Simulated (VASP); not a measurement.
Here is the system:

```yaml
crystal:
  lattice:
    - [4.13380, 0.00000, 0.00000]
    - [0.00000, 4.13380, 0.00000]
    - [0.00000, 0.00000, 4.13380]
  atoms:
    - { symbol: Tl, position: [0.00000, 0.00000, 0.00000] }
    - { symbol: I, position: [0.50000, 0.50000, 0.50000] }
```

Level of theory: PBEsol GGA, VASP's PBE PAW potentials (set 64) (plane waves; VASP). Settings: 400 eV cut-off, 7×7×7 Γ-centred mesh, tetrahedra with Blöchl corrections, potentials Tl_d I.

Q: Predict the energy per atom (σ→0).

A: 
The energy per atom (σ→0) is -2.760 eV/atom.

Only differences to runs with the same potentials and settings are physical.

The structure comes from a computed database's TlI entry (Pm-3m); how it stands against other phases isn't given here. It was relaxed first, which changed the volume by -7 %.
